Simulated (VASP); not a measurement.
Runs of VASP 6.6.1 on HfB. Symmetry: Fm-3m, No. 225, cubic system. Conventional cell: a = 4.620 Å, b = 4.620 Å, c = 4.620 Å, α = 90.00°, β = 90.00°, γ = 90.00°. Hf (site symmetry m-3m) has 6 B at 2.31 Å as nearest neighbours. B (site symmetry m-3m) has 6 Hf at 2.31 Å as nearest neighbours. 

```tsv
task	level	potentials or basis	cell	k mesh	cutoff (eV)	smearing	ladder	mesh quality	gap on the mesh (eV)	pressure (GPa)	relaxed volume (Å³/atom)
single point	PBEsol	VASP PAW PBE potentials, release 64 (Hf_pv, B)	as given	10 × 10 × 10	520	fermi-dirac 0.05 eV	free	not flagged	none	(a)	-
relaxation of cell and atoms	PW91	VASP PAW PBE potentials, release 64 (Hf_pv, B)	relaxed	10 × 10 × 10	600	fermi-dirac 0.05 eV	-	not flagged	none	0.1	(b)
single point	PBE	VASP PAW PBE potentials, release 64 (Hf_sv_GW, B_GW)	as given	6 × 6 × 6	500	gaussian 0.02 eV	-	coarse	none	30.6	-
single point	PBE	VASP PAW PBE potentials, release 64 (Hf_sv_GW, B_GW)	as given	5 × 5 × 5	450	gaussian 0.02 eV	-	coarse	none	31.2	-
relaxation of cell and atoms	PBE	VASP PAW PBE potentials, release 64 (Hf_pv, B)	relaxed	10 × 10 × 10	600	fermi-dirac 0.05 eV	-	not flagged	none	0.0	14.13
single point	PBE	VASP PAW PBE potentials, release 64 (Hf_pv, B)	as given	10 × 10 × 10	520	fermi-dirac 0.05 eV	-	not flagged	none	30.5	-
electron localisation function	PBEsol	VASP PAW PBE potentials, release 64 (Hf_pv, B)	as given	10 × 10 × 10	520	gaussian 0.02 eV	-	not flagged	none	24.0	-
relaxation of cell and atoms	BLYP+D4	VASP PAW PBE potentials, release 64 (Hf_pv, B)	relaxed	10 × 10 × 10	600	fermi-dirac 0.05 eV	-	not flagged	none	-0.1	14.06
```

Alike in all rows: no spin polarisation.

**Question.** Estimate the missing entries.

**Answer.** (a) 24.3; (b) 14.17.

Caveats: some runs use coarse meshes; a pressure of tens of GPa on the cell as given is suspect, and the run, the potentials or the cell itself is likely at fault (some runs); so large a pressure means that the cell lies far from this level's equilibrium, or that cutoff or potentials fall short (some runs); the potentials were made for another functional, which shifts forces and pressure (some runs); the PAW data sets were made with another functional, which shifts forces and pressure a little (some runs); pairwise dispersion overbinds metals, which lowers pressure and volume (some runs).

A k mesh can miss the band edges, and the runs leave out spin-orbit coupling on Hf.

A gap of «none» marks a metal or a gap under the smearing width.

Not every run made on this cell is shown here.
